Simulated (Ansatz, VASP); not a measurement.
## RbMg3: VASP beside Ansatz

```
Rb Mg
1.0
     3.37633    0.00000    0.00000
     0.00000    5.28851    0.00000
     0.00000    0.00000    8.07594
Rb Mg
1 3
Direct
  0.00000 0.00000 0.13338
  0.00000 0.50000 0.77369
  0.50000 0.50000 0.43987
  0.50000 0.00000 0.65306
```

Change from the starting cell: volume scaled by 1.04.

Alike in both runs: task single point; functional PBE; k mesh 8 × 5 × 4; occupations fermi-dirac, width 0.05 eV; no spin polarisation.

```csv
,VASP,Ansatz
version,VASP 6.6.1,Ansatz 0.2.0
potentials or method,"VASP PAW PBE potentials, release 64 (Rb_sv, Mg)",Ansatz PAW
plane-wave cutoff (eV),520,420
valence electrons in the cell,15,39
```

Ansatz gave:

- gap on the k mesh at the Fermi level (eV): none
- pressure (GPa): -0.6
- largest component of the traceless stress (GPa): 0.77
- rms of the force components (eV/Å): 0.065

**Question.** Estimate VASP's values.

**Answer.** gap on the k mesh at the Fermi level (eV): none; pressure (GPa): -0.7; largest component of the traceless stress (GPa): 0.77; rms of the force components (eV/Å): 0.068.

Atom by atom the forces differ by 0.003 eV/Å (rms over components). A gap of «none» marks a metal or a gap that the smearing closes. The two sets of potentials don't hold the same shells in valence.
